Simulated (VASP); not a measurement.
A run of VASP 6.6.1 is set up as follows.

File INCAR:

```
SYSTEM = TiN
  PREC = Accurate
  ENCUT = 700
  EDIFF = 1E-7
  ISMEAR = 0
  SIGMA = 0.02
  LREAL = .FALSE.
  LASPH = .TRUE.
  NELM = 60
  ALGO = Normal
  ISIF = 3
  LWAVE = .FALSE.
  LCHARG = .FALSE.
  GGA = PE
  IBRION = 2
  NSW = 80
  EDIFFG = -0.002
```

KPOINTS

```
Automatic mesh
0
G
  12 12 12
  0 0 0
```

File POSCAR:

```
TiN
1.0
    0.0000000000      2.1190000000      2.1190000000
    2.1190000000      0.0000000000      2.1190000000
    2.1190000000      2.1190000000      0.0000000000
Ti N
1 1
Direct
    0.0000000000      0.0000000000      0.0000000000
    0.5000000000      0.5000000000      0.5000000000
```

Potentials or basis: VASP PAW PBE potentials, release 64 (Ti_sv, N).

Command:

```sh
$ cat potpaw_PBE.64/Ti_sv/POTCAR potpaw_PBE.64/N/POTCAR > POTCAR
$ mpirun -np 1 vasp_std > vasp.out
```

(1) Estimate the space group after relaxing (to 0.05 Å).

(2) Estimate the band gap on the k mesh.

(3) What does it give for the relaxed volume?

(4) Predict the relaxed cell.

## Answers

(1) Fm-3m (No. 225).

(2) none (metal or under the smearing width).

(3) 9.59 Å³/atom.

(4) a = 3.004 Å, b = 3.004 Å, c = 3.004 Å, α = 60.00°, β = 60.00°, γ = 60.00°.
